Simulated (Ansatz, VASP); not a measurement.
# GeB2C3: VASP beside Ansatz

```
Ge B C
1.0
     2.74817    0.00000    0.00000
    -1.37408    2.37998    0.00000
     0.00000    0.00000    8.56235
Ge B C
1 2 3
Direct
  0.00000 0.00000 0.50000
  0.33333 0.66667 0.79768
  0.66667 0.33333 0.20232
  0.33333 0.66667 0.20614
  0.66667 0.33333 0.79386
  0.00000 0.00000 0.00000
```

Change from the starting cell: species swapped into the Sn2GeTe3 type (P-3m1, No. 164).

Alike in both runs: functional PBE; k mesh 6 × 6 × 2; occupations gaussian, width 0.1 eV; no spin polarisation.

Ansatz relaxed the structure, and its values are those at the end. VASP's run is a single point on that final structure, the one shown.

```csv
,VASP,Ansatz
version,VASP 6.6.1,Ansatz 0.2.0
potentials or method,"VASP PAW PBE potentials, release 64 (Ge_d, B, C)","scalar-relativistic, plane waves, PAW"
plane-wave cutoff (eV),520,420
valence electrons in the cell,32,32
```

```tsv
	VASP	Ansatz	Ansatz less VASP
gap on the k mesh at the Fermi level (eV)	none	none	-
pressure (GPa)	-0.2	-0.2	-0.06
rms of the force components (eV/Å)	0.010	0.010	-0.0004
```

A gap of «none» marks a metal or a gap that the smearing closes.

Caveats: the k mesh is coarse (spacing up to 0.44 Å⁻¹), so the values aren't converged.
